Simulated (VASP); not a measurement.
# SiC (Moissanite 3C): accuracy against cost in the smearing and SCF threshold, part 2 of 3

How sensitive are energy and pressure of SiC (Moissanite 3C) to the smearing and SCF threshold? The series runs use PBE. The start is a cell from a database of measured crystal structures.

VASP 6.6.1; PBE; plane waves and PAW (Si, C).

So far. Step 7 (Smearing: ISMEAR = 2, SIGMA = 0.01): Against the first of the series the energy at zero width stays within 0.01 meV an atom and the pressure within 0.01 GPa, after 12 cycles in 3 s. The entropy term T·S comes to 0.00 meV an atom in size.

## 8. Smearing: ISMEAR = 2, SIGMA = 0.05

File INCAR:

```
SYSTEM = SiC
PREC = Accurate
ENCUT = 520
EDIFF = 1E-06
NELM = 100
ISMEAR = 2
SIGMA = 0.05
LREAL = .FALSE.
ALGO = Normal
GGA = PE
NBANDS = 10
LORBIT = 11
LWAVE = .FALSE.
LCHARG = .FALSE.
KPAR = 2
ISIF = 2
```

File POSCAR:

```
SiC
1.0
    0.0000000000      2.1790000000      2.1790000000
    2.1790000000      0.0000000000      2.1790000000
    2.1790000000      2.1790000000      0.0000000000
Si C
1 1
Direct
    0.0000000000      0.0000000000      0.0000000000
    0.2500000000      0.2500000000      0.2500000000
```

File KPOINTS:

```
Automatic mesh
0
Gamma
9 9 9
0 0 0
```

Potentials, in the order of the species: Si and C (PBE family, release 64).

Launch:

```sh
$ mpirun -np 2 vasp_std
```

The log of the run:

```text
[... set-up lines as in an earlier step ...]
 entering main loop
       N       E                     dE             d eps       ncg     rms          rms(c)
DAV:   1     0.516337052733E+01    0.51634E+01   -0.39729E+03   716   0.671E+02
[... 1 cycle as in an earlier step ...]
DAV:   3    -0.169099081859E+02   -0.65482E+00   -0.65335E+00   824   0.177E+01
DAV:   4    -0.169126358518E+02   -0.27277E-02   -0.27274E-02   788   0.140E+00
DAV:   5    -0.169126599563E+02   -0.24105E-04   -0.13528E-04   820   0.931E-02    0.881E+00
DAV:   6    -0.151154144200E+02    0.17972E+01   -0.67501E+00   730   0.125E+01    0.389E+00
[...]
DAV:  10    -0.150574303770E+02   -0.10706E-03   -0.20981E-04   772   0.969E-02    0.244E-02
DAV:  11    -0.150574325436E+02   -0.21666E-05   -0.37767E-05   792   0.344E-02    0.589E-03
DAV:  12    -0.150574329391E+02   -0.39552E-06   -0.14536E-06   436   0.828E-03
   1 F= -.15057433E+02 E0= -.15057435E+02  d E =0.896534E-05
```

Elapsed: 3 s, on 2 MPI ranks of AMD EPYC 9R14 (Zen 4), shared host; peak memory 0.2 GiB; 4.7 s of CPU time.

OUTCAR, selected parts (step 8):

```text
  Total        0.4154334      0.4154334      0.4154334      0.0000000      0.0000000     -0.0000000
  in kB       32.1669799     32.1669799     32.1669799      0.0000000      0.0000000     -0.0000000
  external PRESSURE =      32.1669799 kB  Pullay stress =       0.0000000 kB

  FREE ENERGIE OF THE ION-ELECTRON SYSTEM (eV)
  ---------------------------------------------------
  free  energy   TOTEN  =       -15.0574329391 eV

  energy  without entropy=      -15.0574419045  energy(sigma->0) =      -15.05743518

[... 3 parts as in an earlier step ...]

[... 1 further part left out ...]
[key lines of the parts left out:]
E-fermi :   8.1392
```

Against the run before the energy at zero width stays within 0.01 meV an atom and the pressure within 0.01 GPa, after 12 cycles in 3 s. The entropy term T·S comes to 0.00 meV an atom in size.

## 9. Smearing: ISMEAR = 2, SIGMA = 0.1

INCAR: that of step 8 with these lines changed.

```diff
@@ -6,3 +6,3 @@
 ISMEAR = 2
-SIGMA = 0.05
+SIGMA = 0.1
 LREAL = .FALSE.
```

POSCAR is that of step 8.

KPOINTS is that of step 8.

Launch:

```sh
$ mpirun -np 2 vasp_std
```

The log of the run:

```text
[... set-up lines as in an earlier step ...]
 entering main loop
       N       E                     dE             d eps       ncg     rms          rms(c)
DAV:   1     0.516288455145E+01    0.51629E+01   -0.39729E+03   716   0.671E+02
DAV:   2    -0.162549974008E+02   -0.21418E+02   -0.19429E+02   946   0.115E+02
DAV:   3    -0.169099204199E+02   -0.65492E+00   -0.65336E+00   824   0.177E+01
DAV:   4    -0.169126464272E+02   -0.27260E-02   -0.27285E-02   788   0.140E+00
[... 2 cycles as in an earlier step ...]
DAV:   7    -0.150648464646E+02    0.50579E-01   -0.37438E-01   824   0.378E+00    0.178E+00
DAV:   8    -0.150571901854E+02    0.76563E-02   -0.20623E-02   714   0.103E+00    0.163E-01
DAV:   9    -0.150573274617E+02   -0.13728E-03   -0.14706E-03   922   0.234E-01    0.112E-01
DAV:  10    -0.150574345246E+02   -0.10706E-03   -0.20976E-04   772   0.968E-02    0.244E-02
DAV:  11    -0.150574366921E+02   -0.21675E-05   -0.37751E-05   792   0.344E-02    0.589E-03
DAV:  12    -0.150574370867E+02   -0.39463E-06   -0.14534E-06   436   0.828E-03
   1 F= -.15057437E+02 E0= -.15057430E+02  d E =-.279331E-04
```

Elapsed: 3 s, on 2 MPI ranks; peak memory 0.2 GiB.

Parts of OUTCAR (step 9):

```text
  Total        0.4154216      0.4154216      0.4154216      0.0000000      0.0000000     -0.0000000
  in kB       32.1660689     32.1660689     32.1660689      0.0000000      0.0000000     -0.0000000
  external PRESSURE =      32.1660689 kB  Pullay stress =       0.0000000 kB

  FREE ENERGIE OF THE ION-ELECTRON SYSTEM (eV)
  ---------------------------------------------------
  free  energy   TOTEN  =       -15.0574370867 eV

  energy  without entropy=      -15.0574091537  energy(sigma->0) =      -15.05743010

[... 3 parts as in an earlier step ...]

[... 1 further part left out ...]
[key lines of the parts left out:]
E-fermi :   8.1814
```

Against the run before the energy at zero width stays within 0.01 meV an atom and the pressure within 0.01 GPa, after 12 cycles in 3 s. The entropy term T·S comes to 0.01 meV an atom in size.

## 10. Smearing: ISMEAR = 2, SIGMA = 0.2

INCAR: that of step 9 with these lines changed.

```diff
@@ -6,3 +6,3 @@
 ISMEAR = 2
-SIGMA = 0.1
+SIGMA = 0.2
 LREAL = .FALSE.
```

POSCAR is that of step 9.

KPOINTS is that of step 9.

Launch:

```sh
$ mpirun -np 2 vasp_std
```

The log of the run:

```text
[... set-up lines as in an earlier step ...]
 entering main loop
       N       E                     dE             d eps       ncg     rms          rms(c)
DAV:   1     0.516317262234E+01    0.51632E+01   -0.39729E+03   716   0.671E+02
DAV:   2    -0.162549241575E+02   -0.21418E+02   -0.19397E+02   946   0.115E+02
DAV:   3    -0.169096311186E+02   -0.65471E+00   -0.65335E+00   824   0.177E+01
DAV:   4    -0.169123609641E+02   -0.27298E-02   -0.27296E-02   788   0.140E+00
[...]
DAV:  10    -0.150572131758E+02   -0.10707E-03   -0.20983E-04   772   0.969E-02    0.244E-02
DAV:  11    -0.150572153458E+02   -0.21700E-05   -0.37761E-05   792   0.344E-02    0.589E-03
DAV:  12    -0.150572157407E+02   -0.39487E-06   -0.14536E-06   436   0.828E-03
   1 F= -.15057216E+02 E0= -.15057356E+02  d E =0.559271E-03
```

It took 3 s on 2 MPI ranks; peak memory 0.2 GiB.

From OUTCAR (step 10):

```text
  Total        0.4154704      0.4154704      0.4154704     -0.0000000     -0.0000000      0.0000000
  in kB       32.1698469     32.1698469     32.1698469     -0.0000000     -0.0000000      0.0000000
  external PRESSURE =      32.1698469 kB  Pullay stress =       0.0000000 kB

  FREE ENERGIE OF THE ION-ELECTRON SYSTEM (eV)
  ---------------------------------------------------
  free  energy   TOTEN  =       -15.0572157407 eV

  energy  without entropy=      -15.0577750121  energy(sigma->0) =      -15.05735556

[... 3 parts as in an earlier step ...]

[... 1 further part left out ...]
[key lines of the parts left out:]
E-fermi :   8.1388
```

Against the run before the energy at zero width moves by +0.04 meV an atom while the pressure stays within 0.01 GPa, after 12 cycles in 3 s. The entropy term T·S comes to 0.28 meV an atom in size.

## 11. Smearing: ISMEAR = 2, SIGMA = 0.5

INCAR: that of step 10 with these lines changed.

```diff
@@ -6,3 +6,3 @@
 ISMEAR = 2
-SIGMA = 0.2
+SIGMA = 0.5
 LREAL = .FALSE.
```

POSCAR is that of step 10.

KPOINTS is that of step 10.

Launch:

```sh
$ mpirun -np 2 vasp_std
```

The log of the run:

```text
[... set-up lines as in an earlier step ...]
 entering main loop
       N       E                     dE             d eps       ncg     rms          rms(c)
DAV:   1     0.515987833428E+01    0.51599E+01   -0.39729E+03   716   0.671E+02
DAV:   2    -0.162550599090E+02   -0.21415E+02   -0.19588E+02   946   0.115E+02
DAV:   3    -0.169089818633E+02   -0.65392E+00   -0.65317E+00   824   0.177E+01
DAV:   4    -0.169117048048E+02   -0.27229E-02   -0.27227E-02   788   0.140E+00
[...]
DAV:  10    -0.150566246706E+02   -0.10702E-03   -0.20966E-04   772   0.968E-02    0.244E-02
DAV:  11    -0.150566268613E+02   -0.21908E-05   -0.37674E-05   792   0.344E-02    0.589E-03
DAV:  12    -0.150566272569E+02   -0.39554E-06   -0.14505E-06   436   0.827E-03
   1 F= -.15056627E+02 E0= -.15056865E+02  d E =0.952721E-03
```

Run time: 3 s. Hardware: 2 MPI ranks; peak memory 0.21 GiB.

Parts of OUTCAR (step 11):

```text
  Total        0.4155401      0.4155401      0.4155401      0.0000000      0.0000000     -0.0000000
  in kB       32.1752393     32.1752393     32.1752393      0.0000000      0.0000000     -0.0000000
  external PRESSURE =      32.1752393 kB  Pullay stress =       0.0000000 kB

 POSITION                                       TOTAL-FORCE (eV/Angst)
 -----------------------------------------------------------------------------------
      0.00000      0.00000      0.00000         0.000000     -0.000000     -0.000000
      1.08950      1.08950      1.08950        -0.000000      0.000000      0.000000
 -----------------------------------------------------------------------------------
    total drift:                                0.000000      0.000000      0.000000

  FREE ENERGIE OF THE ION-ELECTRON SYSTEM (eV)
  ---------------------------------------------------
  free  energy   TOTEN  =       -15.0566272569 eV

  energy  without entropy=      -15.0575799777  energy(sigma->0) =      -15.05686544

[... 2 parts as in an earlier step ...]

[... 1 further part left out ...]
[key lines of the parts left out:]
E-fermi :   8.2729
```

Against the run before the energy at zero width moves by +0.25 meV an atom while the pressure stays within 0.01 GPa, after 12 cycles in 3 s. The entropy term T·S comes to 0.48 meV an atom in size.

## 12. Smearing: ISMEAR = -5

INCAR: that of step 11 with these lines changed.

```diff
@@ -5,4 +5,4 @@
 NELM = 100
-ISMEAR = 2
-SIGMA = 0.5
+ISMEAR = -5
+SIGMA = 0.05
 LREAL = .FALSE.
```

POSCAR is that of step 11.

KPOINTS is that of step 11.

Launch:

```sh
$ mpirun -np 2 vasp_std
```

The log of the run:

```text
[... set-up lines as in an earlier step ...]
 entering main loop
       N       E                     dE             d eps       ncg     rms          rms(c)
DAV:   1     0.517283031855E+01    0.51728E+01   -0.39729E+03   716   0.671E+02
DAV:   2    -0.162550867877E+02   -0.21428E+02   -0.20559E+02   946   0.116E+02
DAV:   3    -0.169099186686E+02   -0.65483E+00   -0.65335E+00   824   0.177E+01
[... 8 cycles as in an earlier step ...]
DAV:  12    -0.150574440596E+02   -0.39515E-06   -0.14534E-06   436   0.828E-03
   1 F= -.15057444E+02 E0= -.15057444E+02  d E =0.000000E+00
```

Wall time 3 s (2 MPI ranks); peak memory 0.2 GiB; 4.7 s of CPU time.

Parts of OUTCAR (step 12):

```text
  Total        0.4154361      0.4154361      0.4154361     -0.0000000     -0.0000000      0.0000000
  in kB       32.1671910     32.1671910     32.1671910     -0.0000000     -0.0000000      0.0000000
  external PRESSURE =      32.1671910 kB  Pullay stress =       0.0000000 kB

 POSITION                                       TOTAL-FORCE (eV/Angst)
 -----------------------------------------------------------------------------------
      0.00000      0.00000      0.00000        -0.000000     -0.000000      0.000000
      1.08950      1.08950      1.08950         0.000000      0.000000     -0.000000
 -----------------------------------------------------------------------------------
    total drift:                                0.000000      0.000000      0.000000

[... 4 parts as in an earlier step ...]

[... 1 further part left out ...]
[key lines of the parts left out:]
E-fermi :   8.1912
```

Against the first of the series the energy at zero width stays within 0.01 meV an atom and the pressure within 0.01 GPa, after 12 cycles in 3 s.

## 13. The smearing series as a table

This step: convergence of PBE results with the smearing; plane waves and PAW (VASP 6.6.1).

This step runs nothing: it gathers the runs above.

Differences are taken from the run with ISMEAR = -1, SIGMA = 0.01. Results of the series, by row:

```tsv
setting	status	energy less the reference (meV/atom)	pressure (GPa)	gap (eV)	SCF cycles	wall time (s)
ISMEAR = -1, SIGMA = 0.01	converged	0	3.217	1.502	12	3
ISMEAR = -1, SIGMA = 0.05	converged	0	3.217	1.502	12	3
ISMEAR = -1, SIGMA = 0.1	converged	0.00429	3.217	1.502	12	3
ISMEAR = -1, SIGMA = 0.2	converged	0.2996	3.212	1.503	12	3
ISMEAR = -1, SIGMA = 0.5	converged	11.19	3.264	1.519	12	3
ISMEAR = 2, SIGMA = 0.01	converged	0	3.217	1.502	12	3
ISMEAR = 2, SIGMA = 0.05	converged	0.00444	3.217	1.502	12	3
ISMEAR = 2, SIGMA = 0.1	converged	0.00698	3.217	1.502	12	3
ISMEAR = 2, SIGMA = 0.2	converged	0.04425	3.217	1.502	12	3
ISMEAR = 2, SIGMA = 0.5	converged	0.2893	3.218	1.502	12	3
ISMEAR = -5	converged	0	3.217	1.502	12	3
```

## 14. SCF threshold: EDIFF = 0.01

This step: PBE; plane waves and PAW (Si, C) (VASP 6.6.1).

EDIFF stops the electronic loop; forces need it tighter than energies do.

INCAR: that of step 12 with these lines changed.

```diff
@@ -3,5 +3,5 @@
 ENCUT = 520
-EDIFF = 1E-06
+EDIFF = 0.01
 NELM = 100
-ISMEAR = -5
+ISMEAR = -1
 SIGMA = 0.05
```

POSCAR is that of step 12.

KPOINTS is that of step 12.

Launch:

```sh
$ mpirun -np 2 vasp_std
```

The log of the run:

```text
[... set-up lines as in an earlier step ...]
 entering main loop
       N       E                     dE             d eps       ncg     rms          rms(c)
[... 4 cycles as in an earlier step ...]
DAV:   5    -0.169126592485E+02   -0.12821E-04   -0.12821E-04   580   0.931E-02    0.881E+00
DAV:   6    -0.151154253860E+02    0.17972E+01   -0.67481E+00   730   0.125E+01    0.389E+00
DAV:   7    -0.150648544655E+02    0.50571E-01   -0.37476E-01   822   0.378E+00    0.178E+00
DAV:   8    -0.150571267449E+02    0.77277E-02   -0.19938E-02   422   0.103E+00
   1 F= -.15057127E+02 E0= -.15057127E+02  d E =-.628063E-08
```

Wall time 2.2 s (2 MPI ranks); peak memory 0.2 GiB.

OUTCAR, selected parts (step 14):

```text
   NELECT =       8.0000    total number of electrons

 E-fermi :   8.8271

 k-point     1 :       0.0000    0.0000    0.0000
  band No.  band energies     occupation
      1      -7.3209      2.00000
      2       8.0722      2.00000
      3       8.0722      2.00000
      4       8.0722      2.00000
      5      14.3024      0.00000
      6      15.4042      0.00000
      7      15.4042      0.00000
      8      15.4042      0.00000
      9      22.6068      0.00000
    ...

  Total        0.4595359      0.4595359      0.4595359      0.0000000      0.0000000     -0.0000000
  in kB       35.5818339     35.5818339     35.5818339      0.0000000      0.0000000     -0.0000000
  external PRESSURE =      35.5818339 kB  Pullay stress =       0.0000000 kB

 POSITION                                       TOTAL-FORCE (eV/Angst)
 -----------------------------------------------------------------------------------
      0.00000      0.00000      0.00000         0.000000      0.000000      0.000000
      1.08950      1.08950      1.08950        -0.000000     -0.000000     -0.000000
 -----------------------------------------------------------------------------------
    total drift:                                0.000002      0.000002      0.000002

  FREE ENERGIE OF THE ION-ELECTRON SYSTEM (eV)
  ---------------------------------------------------
  free  energy   TOTEN  =       -15.0571267449 eV

  energy  without entropy=      -15.0571267386  energy(sigma->0) =      -15.05712674

[... 8 parts as in an earlier step ...]

[... 9 further parts left out ...]
```

This step gave:

```yaml
scf_cycles: 8
fermi_energy: 8.827 eV
pressure: 3.558 GPa
gap_on_the_k_mesh: 1.520 eV
least_direct_gap_on_the_k_mesh: 4.630 eV
```

The series starts at -7.5286 eV an atom and 3.56 GPa, after 8 cycles in 2.2 s.

## 15. SCF threshold: EDIFF = 0.001

INCAR: that of step 14 with these lines changed.

```diff
@@ -3,3 +3,3 @@
 ENCUT = 520
-EDIFF = 0.01
+EDIFF = 0.001
 NELM = 100
```

POSCAR is that of step 14.

KPOINTS is that of step 14.

Launch:

```sh
$ mpirun -np 2 vasp_std
```

The log of the run:

```text
[... set-up lines as in an earlier step ...]
 entering main loop
       N       E                     dE             d eps       ncg     rms          rms(c)
[... 4 cycles as in an earlier step ...]
DAV:   5    -0.169126599186E+02   -0.13491E-04   -0.13491E-04   804   0.931E-02    0.881E+00
DAV:   6    -0.151154260235E+02    0.17972E+01   -0.67501E+00   730   0.125E+01    0.389E+00
DAV:   7    -0.150648539719E+02    0.50572E-01   -0.37438E-01   824   0.378E+00    0.178E+00
DAV:   8    -0.150571973287E+02    0.76566E-02   -0.20627E-02   714   0.103E+00    0.163E-01
DAV:   9    -0.150573280876E+02   -0.13076E-03   -0.14079E-03   378   0.234E-01
   1 F= -.15057328E+02 E0= -.15057328E+02  d E =-.772373E-08
```

Wall time 2.4 s (2 MPI ranks); peak memory 0.2 GiB; 3.6 s of CPU time.

Parts of OUTCAR (step 15):

```text
  Total        0.4151522      0.4151522      0.4151522      0.0000000      0.0000000      0.0000000
  in kB       32.1452077     32.1452077     32.1452077      0.0000000      0.0000000      0.0000000
  external PRESSURE =      32.1452077 kB  Pullay stress =       0.0000000 kB

 POSITION                                       TOTAL-FORCE (eV/Angst)
 -----------------------------------------------------------------------------------
      0.00000      0.00000      0.00000         0.000000      0.000000      0.000000
      1.08950      1.08950      1.08950        -0.000000     -0.000000     -0.000000
 -----------------------------------------------------------------------------------
    total drift:                                0.000001      0.000001      0.000001

  FREE ENERGIE OF THE ION-ELECTRON SYSTEM (eV)
  ---------------------------------------------------
  free  energy   TOTEN  =       -15.0573280876 eV

  energy  without entropy=      -15.0573280799  energy(sigma->0) =      -15.05732808

[... 2 parts as in an earlier step ...]

[... 1 further part left out ...]
[key lines of the parts left out:]
E-fermi :   8.8499
```

Against the run before the energy moves by -0.10 meV an atom and the pressure by -0.34 GPa, after 9 cycles in 2.4 s.

## 16. SCF threshold: EDIFF = 1E-04

INCAR: that of step 15 with these lines changed.

```diff
@@ -3,3 +3,3 @@
 ENCUT = 520
-EDIFF = 0.001
+EDIFF = 1E-04
 NELM = 100
```

POSCAR is that of step 15.

KPOINTS is that of step 15.

Launch:

```sh
$ mpirun -np 2 vasp_std
```

The log of the run:

```text
[... set-up lines as in an earlier step ...]
 entering main loop
       N       E                     dE             d eps       ncg     rms          rms(c)
[... 9 cycles as in an earlier step ...]
DAV:  10    -0.150574414966E+02   -0.10706E-03   -0.20979E-04   720   0.969E-02    0.244E-02
DAV:  11    -0.150574434978E+02   -0.20013E-05   -0.36050E-05   356   0.343E-02
   1 F= -.15057443E+02 E0= -.15057443E+02  d E =-.735294E-08
```

Wall time 2.8 s (2 MPI ranks); peak memory 0.2 GiB; 4.3 s of CPU time.

OUTCAR, selected parts (step 16):

```text
  Total        0.4170845      0.4170845      0.4170845     -0.0000000     -0.0000000     -0.0000000
  in kB       32.2948226     32.2948226     32.2948226     -0.0000000     -0.0000000     -0.0000000
  external PRESSURE =      32.2948226 kB  Pullay stress =       0.0000000 kB

  FREE ENERGIE OF THE ION-ELECTRON SYSTEM (eV)
  ---------------------------------------------------
  free  energy   TOTEN  =       -15.0574434978 eV

  energy  without entropy=      -15.0574434905  energy(sigma->0) =      -15.05744349

[... 3 parts as in an earlier step ...]

[... 1 further part left out ...]
[key lines of the parts left out:]
E-fermi :   8.8527
```

Against the run before the energy moves by -0.06 meV an atom and the pressure by +0.01 GPa, after 11 cycles in 2.8 s.

[end of part 2 of 3]

[Lines on the potential files, build, host, timing and source positions are cut from VASP's logs without a mark.]

[Logs are printed without paths, hosts, clocks, repeated set-up lines and the standing remarks that a program may print on its own settings, such as how far it seeks lower states.]

[Hosts, paths, dates, database ids (printed as entryN), source tags and the programs' standing remarks are cut or masked in the printed files.]

[A measured line is paired with the nearest computed mode of its activity, which favours agreement.]
